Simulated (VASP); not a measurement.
An input for Ansatz (written as the equivalent of a VASP run, and not itself run):

Ansatz 0.2 input:
```yaml
crystal:
  lattice:
    - [2.7970250, 0.0000000, 0.0000000]
    - [0.0000000, 2.7970250, 0.0000000]
    - [0.0000000, 0.0000000, 2.7970250]
  atoms:
    - { symbol: Ru, position: [0.0000000, 0.0000000, 0.0000000] }
    - { symbol: S, position: [0.5000000, 0.5000000, 0.5000000] }
kpoints:
  mp_grid: { grid: [9, 9, 9] }
hamiltonian:
  xc: pbe
  pseudopotentials: { kind: paw }
scf:
  occupations: { method: gaussian, width: 0.5 }
  max_iter: 100
output: { forces: true, stress: true, eigenvalues: true }
```

Task: Write the VASP files for the same calculation (PBE).

Result: One answer among several that fit: 
### POSCAR
```
RuS
1
    2.7970250000     0.0000000000     0.0000000000
    0.0000000000     2.7970250000     0.0000000000
    0.0000000000     0.0000000000     2.7970250000
Ru S
1 1
Direct
  0.0000000000   0.0000000000   0.0000000000
  0.5000000000   0.5000000000   0.5000000000
```

INCAR:
```
SYSTEM  =  RuS
PREC  =  Accurate; ENCUT  =  400; LREAL  =  .FALSE.
LASPH  =  .TRUE.
EDIFF  =  1E-6; NELM  =  100; ALGO  =  Normal
LMAXMIX  =  4
ISMEAR  =  0; SIGMA  =  0.5
GGA  =  PE
ISIF  =  2
LWAVE  =  .FALSE.; LCHARG  =  .FALSE.
```

File KPOINTS:
```
K-points
0
G
9 9 9
0 0 0
```

POTCAR, in this order: Ru_pv S (PBE.64 set). Program: vasp_std.

What does not carry over: each code has its own PAW files, so the cut-off isn't converted (ENCUT is set for VASP's; basis.ecutwfc is left out, and Ansatz then takes the one that its files recommend); Ansatz stops its SCF on the density residual and VASP on the energy change (EDIFF).

The structure was generated: RuS was put into the CsCl type (Pm-3m), which need not be its known phase. The cell was not relaxed at this level. The run is one of a series of settings (SIGMA = 0.5 against the base run), some of them coarse on purpose.
